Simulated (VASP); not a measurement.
Given:

```
CELL_PARAMETERS angstrom
      1.61491    -2.79711     0.00000
      1.61491     2.79711     0.00000
      0.00000     0.00000     5.18172
ATOMIC_POSITIONS crystal
  Zr 0.33333 0.66667 0.25000
  Zr 0.66667 0.33333 0.75000
```

Calculation: PBE GGA, VASP's PBE PAW potentials (set 64) (plane waves; VASP). Run with PREC = Normal, EDIFF = 1E-5, 400 eV cut-off, 16×16×8 Γ-centred mesh, first-order Methfessel-Paxton smearing of 0.10 eV, potentials Zr_sv.

Q: Estimate the energy per atom (σ→0), band gap (on the k-mesh) with the smallest direct gap where there is one.

A: 
- band gap (on the k-mesh): none (metal, semimetal or under 0.01 eV)
- energy per atom (σ→0): -8.520 eV/atom

Only differences to runs with the same potentials and settings are physical.

The compound is Zr in the hcp structure. It was relaxed first.
